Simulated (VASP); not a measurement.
# NaSr2 (Fm-3m) in VASP: relaxation of cell and atoms with PBE

Aim: the relaxation of cell and atoms of NaSr2 with PBE.

All numbers are computed with VASP 6.6.1; they aren't measurements. Logs are shortened: lines on timing, memory, paths and dates and some standing lists are left out, and cuts for length are marked.

### 1 The structure

Symmetry: Fm-3m, No. 225, cubic system. The conventional cell has a = 8.748 Å, b = 8.748 Å, c = 8.748 Å, α = 90.00°, β = 90.00°, γ = 90.00°. Na (site symmetry m-3m) has 8 Sr at 3.79 Å as nearest neighbours. Around Sr (site symmetry -43m) lie 4 Na at 3.79 Å.

The cell was built by a generator and needn't be a form met in nature.

### 2 Relaxation of cell and atoms, PBE

File INCAR:

```
SYSTEM = NaSr2
PREC = Accurate
ENCUT = 600
EDIFF = 1E-7
ISMEAR = 1
SIGMA = 0.2
LREAL = .FALSE.
LASPH = .TRUE.
NELM = 100
ALGO = Normal
ISIF = 3
LWAVE = .FALSE.
LCHARG = .FALSE.
GGA = PE
IBRION = 2
NSW = 60
EDIFFG = -0.02
```

File KPOINTS:

```
regular mesh
0
G
  5 5 5
  0 0 0
```

File POSCAR:

```
NaSr2
1.0
    0.0000000000      4.3740700000      4.3740700000
    4.3740700000      0.0000000000      4.3740700000
    4.3740700000      4.3740700000      0.0000000000
Na Sr
1 2
Direct
    0.0000000000      0.0000000000      0.0000000000
    0.7500000000      0.7500000000      0.7500000000
    0.2500000000      0.2500000000      0.2500000000
```

Potentials or basis: VASP PAW PBE potentials, release 64 (Na_pv, Sr_sv).

Command:

```bash
$ cat potpaw_PBE.64/Na_pv/POTCAR potpaw_PBE.64/Sr_sv/POTCAR > POTCAR
$ mpirun -np 1 vasp_std > vasp.out
```

OUTCAR:

```text
SYSTEM = NaSr2
   PREC = Accurate
   ENCUT = 600
   EDIFF = 1E-7
   ISMEAR = 1
   LREAL = .FALSE.
   LASPH = .TRUE.
   NELM = 100
   ISIF = 3
   GGA = PE
   IBRION = 2
   NSW = 60
   EDIFFG = -0.02

 ion  position               nearest neighbor table
   1  0.000  0.000  0.000-   2 3.79   2 3.79   2 3.79   2 3.79   3 3.79   3 3.79   3 3.79   3 3.79

   2  0.750  0.750  0.750-   1 3.79   1 3.79   1 3.79   1 3.79   3 4.37   3 4.37   3 4.37   3 4.37
                             3 4.37   3 4.37
   3  0.250  0.250  0.250-   1 3.79   1 3.79   1 3.79   1 3.79   2 4.37   2 4.37   2 4.37   2 4.37
                             2 4.37   2 4.37

  LATTYP: Found a face centered cubic cell.
 ALAT       =     8.7481400000

  Lattice vectors:

 A1 = (   0.0000000000,   4.3740700000,   4.3740700000)
 A2 = (   4.3740700000,   0.0000000000,   4.3740700000)
 A3 = (   4.3740700000,   4.3740700000,   0.0000000000)

Analysis of symmetry for initial positions (statically):
=====================================================================
 Subroutine PRICEL returns:
 Original cell was already a primitive cell.

 Routine SETGRP: Setting up the symmetry group for a
 face centered cubic supercell.

 Subroutine GETGRP returns: Found 48 space group operations
 (whereof 48 operations were pure point group operations)
 out of a pool of 48 trial point group operations.

The static configuration has the point symmetry O_h .

Analysis of symmetry for dynamics (positions and initial velocities):
=====================================================================
 Subroutine PRICEL returns:
 Original cell was already a primitive cell.

 Routine SETGRP: Setting up the symmetry group for a
 face centered cubic supercell.

 Subroutine GETGRP returns: Found 48 space group operations
 (whereof 48 operations were pure point group operations)
 out of a pool of 48 trial point group operations.

The dynamic configuration has the point symmetry O_h .

 Subroutine INISYM returns: Found 48 space group operations
 (whereof 48 operations are pure point group operations),
 and found     1 'primitive' translations

----------------------------------------------------------------------------------------

                                     Primitive cell

  volume of cell :     167.3737

  direct lattice vectors                    reciprocal lattice vectors
     0.000000000  4.374070000  4.374070000    -0.114310013  0.114310013  0.114310013
     4.374070000  0.000000000  4.374070000     0.114310013 -0.114310013  0.114310013
     4.374070000  4.374070000  0.000000000     0.114310013  0.114310013 -0.114310013

  length of vectors
     6.185869117  6.185869117  6.185869117     0.197990751  0.197990751  0.197990751

  position of ions in fractional coordinates (direct lattice)
     0.000000000  0.000000000  0.000000000
     0.750000000  0.750000000  0.750000000
     0.250000000  0.250000000  0.250000000

  ion indices of the primitive-cell ions
   primitive index   ion index
                 1           1
                 2           2
                 3           3

----------------------------------------------------------------------------------------

 KPOINTS: regular mesh

Automatic generation of k-mesh.
 Grid dimensions read from file:
 generate k-points for:    5    5    5

 Generating k-lattice:

  Cartesian coordinates                     Fractional coordinates (reciprocal lattice)
    -0.022862003  0.022862003  0.022862003     0.200000000  0.000000000  0.000000000
     0.022862003 -0.022862003  0.022862003     0.000000000  0.200000000  0.000000000
     0.022862003  0.022862003 -0.022862003     0.000000000  0.000000000  0.200000000

  Length of vectors
     0.039598150  0.039598150  0.039598150

  Shift w.r.t. Gamma in fractional coordinates (k-lattice)
     0.000000000  0.000000000  0.000000000

 Subroutine IBZKPT returns following result:
 ===========================================

 Found     10 irreducible k-points:

 Following reciprocal coordinates:
            Coordinates               Weight
  0.000000  0.000000  0.000000      1.000000
  0.200000  0.000000  0.000000      8.000000
  0.400000  0.000000  0.000000      8.000000
  0.200000  0.200000  0.000000      6.000000
  0.400000  0.200000  0.000000     24.000000
 -0.400000  0.200000  0.000000     24.000000
 -0.200000  0.200000  0.000000     12.000000
  0.400000  0.400000  0.000000      6.000000
 -0.400000  0.400000  0.000000     12.000000
 -0.400000  0.400000  0.200000     24.000000
   k-points           NKPTS =     10   k-points in BZ     NKDIM =     10   number of bands    NBANDS=     17
   number of dos      NEDOS =    301   number of ions     NIONS =      3
   total plane-waves  NPLWV = 125000
   dimension x,y,z NGX =    50 NGY =   50 NGZ =   50
   dimension x,y,z NGXF=   100 NGYF=  100 NGZF=  100
   ions per type =               1   2
   NGX,Y,Z   is equivalent  to a cutoff of  13.44, 13.44, 13.44 a.u.
   NGXF,Y,Z  is equivalent  to a cutoff of  26.88, 26.88, 26.88 a.u.
 SYSTEM =  NaSr2
   PREC   = accura    normal or accurate (medium, high low for compatibility)
   ISTART =      0    job   : 0-new  1-cont  2-samecut
   ICHARG =      2    charge: 1-file 2-atom 10-const
   ISPIN  =      1    spin polarized calculation?
   LNONCOLLINEAR =      F non collinear calculations
   LSORBIT =      F    spin-orbit coupling
   LASPH  =      T    aspherical Exc in radial PAW
   ENCUT  =  600.0 eV  44.10 Ry    6.64 a.u.  12.35 12.35 12.35*2*pi/ulx,y,z
   NELM   =    100;   NELMIN=  2; NELMDL= -5     # of ELM steps
   EDIFF  = 0.1E-06   stopping-criterion for ELM
   LREAL  =      F    real-space projection
   EDIFFG = -.2E-01   stopping-criterion for IOM
   NSW    =     60    number of steps for IOM
   IBRION =      2    ionic relax: 0-MD 1-quasi-New 2-CG
   NFREE  =      1    steps in history (QN), initial steepest desc. (CG)
   ISIF   =      3    stress and relaxation
   ISYM   =      2    0-nonsym 1-usesym 2-fastsym
   POTIM  = 0.5000    time-step for ionic-motion
   TEBEG  =    0.0;   TEEND  =   0.0 temperature during run
   PSTRESS=    0.0 pullay stress
   NELECT =      27.0000    total number of electrons
   NUPDOWN=      -1.0000    fix difference up-down
   EMIN   =  10.00;   EMAX   =-10.00  energy-range for DOS
   EFERMI =   0.00;   METHOD = LEGACY
   ISMEAR =     1;   SIGMA  =   0.20  broadening in eV -4-tet -1-fermi 0-gaus
   EFERMI_NEDOS =   21; number of points for ismear=-14 and -15
   IALGO  =     38    algorithm
   IMIX   =      4    mixing-type and parameters
     AMIX     =   0.40;   BMIX     =  1.00
     AMIX_MAG =   1.60;   BMIX_MAG =  1.00
  volume/ion in A,a.u.               =      55.79       376.50
  Fermi-wavevector in a.u.,A,eV,Ry     =   0.891183  1.684092 10.805851  0.794208
  Thomas-Fermi vector in A             =   2.012970
   LORBIT       =      0    0 simple, 1 ext, 2 COOP (PROOUT), +10 PAW based schemes
   GGA     = PE    functional components
   LHFCALC =     F    Hartree Fock is set to
   AEXX    =    0.0000 exact exchange contribution
   IVDW    =     0    specifies the selected vdW correction
   LEPSILON=     F    determine dielectric tensor
   LRPA    =     F    only Hartree local field effects (RPA)
 conjugate gradient relaxation of ions
 non-spin polarized calculation
 Methfessel and Paxton  Order N= 1 SIGMA  =   0.20
  energy-cutoff  :      600.00
  volume of cell :      167.37
 maximum number of plane-waves:      5617
 NGX is ok and might be reduce to    50
   NGX = 25   NGY = 25   NGZ = 25

 number of electron      27.0000009 magnetization

 Free energy of the ion-electron system (eV)
  ---------------------------------------------------
  ext. energy  EPLUGINS =         0.00000000
  ---------------------------------------------------
  free energy    TOTEN  =        -3.89111382 eV

  energy without entropy =       -3.86576336  energy(sigma->0) =       -3.88266367

 E-fermi :   0.8366     XC(G=0):  -6.7325

 val. band max:        0.8229098576   @ k =  -0.4000   0.4000   0.2000
 cond. band min:       0.8496058662   @ k =   0.2000   0.0000   0.0000
 fundamental gap:      0.0266960086
 Fermi energy:         0.8366281444

 k-point     1 :       0.0000    0.0000    0.0000
  band No.  band energies     occupation
      1     -36.2525      2.00000
      2     -36.2430      2.00000
      3     -23.6171      2.00000
      4     -23.6171      2.00000
      5     -23.6171      2.00000
      6     -18.2396      2.00000
[... 9 lines left out ...]
     16       1.5813     -0.00000
     17       1.5813     -0.00000

 k-point     2 :       0.2000    0.0000    0.0000
  band No.  band energies     occupation
      1     -36.2516      2.00000
      2     -36.2439      2.00000
      3     -23.6171      2.00000
      4     -23.6171      2.00000
      5     -23.6170      2.00000
      6     -18.2345      2.00000
[... 9 lines left out ...]
     16       1.6615     -0.00000
     17       1.6615     -0.00000

 k-point     3 :       0.4000    0.0000    0.0000
  band No.  band energies     occupation
      1     -36.2492      2.00000
      2     -36.2462      2.00000
      3     -23.6171      2.00000
      4     -23.6171      2.00000
      5     -23.6170      2.00000
      6     -18.2204      2.00000
[... 9 lines left out ...]
     16       1.9006     -0.00000
     17       1.9006     -0.00000

 k-point     4 :       0.2000    0.2000    0.0000
  band No.  band energies     occupation
      1     -36.2514      2.00000
      2     -36.2441      2.00000
      3     -23.6171      2.00000
      4     -23.6171      2.00000
      5     -23.6170      2.00000
      6     -18.2423      2.00000
[... 9 lines left out ...]
     16       1.4953     -0.00003
     17       1.7285     -0.00000
[... 63 lines left out ...]
      1     -36.2496      2.00000
      2     -36.2458      2.00000
      3     -23.6171      2.00000
      4     -23.6171      2.00000
      5     -23.6170      2.00000
      6     -18.2493      2.00000
[... 9 lines left out ...]
     16       1.6647     -0.00000
     17       1.6647     -0.00000

 k-point     9 :      -0.4000    0.4000    0.0000
  band No.  band energies     occupation
      1     -36.2487      2.00000
      2     -36.2467      2.00000
      3     -23.6171      2.00000
      4     -23.6171      2.00000
      5     -23.6170      2.00000
      6     -18.2550      2.00000
[... 9 lines left out ...]
     16       1.6854     -0.00000
     17       2.1720     -0.00000

 k-point    10 :      -0.4000    0.4000    0.2000
  band No.  band energies     occupation
      1     -36.2485      2.00000
      2     -36.2469      2.00000
      3     -23.6171      2.00000
      4     -23.6171      2.00000
      5     -23.6170      2.00000
      6     -18.2499      2.00000
[... 9 lines left out ...]
     16       1.9747     -0.00000
     17       2.1982     -0.00000

------------------------ aborting loop because EDIFF is reached ----------------------------------------

  FORCE on cell =-STRESS in cart. coord.  units (eV):
  Direction    XX          YY          ZZ          XY          YZ          ZX
  --------------------------------------------------------------------------------------
  -------------------------------------------------------------------------------------
  Total        0.0006120      0.0006120      0.0006120      0.0000000      0.0000000     -0.0000000
  in kB        0.0058580      0.0058580      0.0058580      0.0000000      0.0000000     -0.0000000
  external PRESSURE =       0.0058580 kB  Pullay stress =       0.0000000 kB

 VOLUME and BASIS-vectors are now :
 -----------------------------------------------------------------------------
  energy-cutoff  :      600.00
  volume of cell :      167.37
      direct lattice vectors                 reciprocal lattice vectors
     0.000000000  4.374070000  4.374070000    -0.114310013  0.114310013  0.114310013
     4.374070000  0.000000000  4.374070000     0.114310013 -0.114310013  0.114310013
     4.374070000  4.374070000  0.000000000     0.114310013  0.114310013 -0.114310013

 POSITION                                       TOTAL-FORCE (eV/Angst)
 -----------------------------------------------------------------------------------
      0.00000      0.00000      0.00000        -0.000000     -0.000000     -0.000000
      6.56110      6.56110      6.56110        -0.000000     -0.000000     -0.000000
      2.18703      2.18703      2.18703         0.000000      0.000000      0.000000
 -----------------------------------------------------------------------------------
    total drift:                               -0.000000      0.000000     -0.000000

  FREE ENERGIE OF THE ION-ELECTRON SYSTEM (eV)
  ---------------------------------------------------
  free  energy   TOTEN  =        -3.8911138227 eV

  energy  without entropy=       -3.8657633648  energy(sigma->0) =       -3.88266367

 reached required accuracy - stopping structural energy minimisation
```

Wall time 76 s (1 thread of Intel Xeon Platinum 8488C (Sapphire Rapids), shared host); peak memory 0.33 GiB.

Results:

| Property | Result |
| --- | --- |
| Free energy | -3.8911 eV |
| Pressure after relaxing | 0.0 GPa |
| Band gap on the k mesh | none (metal or under the smearing width) |

Final structure:
```xyz
3
Lattice="0.0000 4.3741 4.3741 4.3741 0.0000 4.3741 4.3741 4.3741 0.0000" Properties=species:S:1:pos:R:3 pbc="T T T"
Na    0.0000    0.0000    0.0000
Sr    6.5611    6.5611    6.5611
Sr    2.1870    2.1870    2.1870
```

Caveat: the relaxation stopped at its first step, so nothing moved.

### 3 For comparison

An earlier run on the cell as given: functional PBE; potentials or basis VASP PAW PBE potentials, release 64 (Na_pv, Sr_sv); cutoff 520 eV; k mesh 5 × 5 × 5; occupations fermi-dirac, width 0.05 eV; no spin polarisation.

* Pressure: 0.0 GPa
* Band gap on the k mesh: none (metal or under the smearing width)
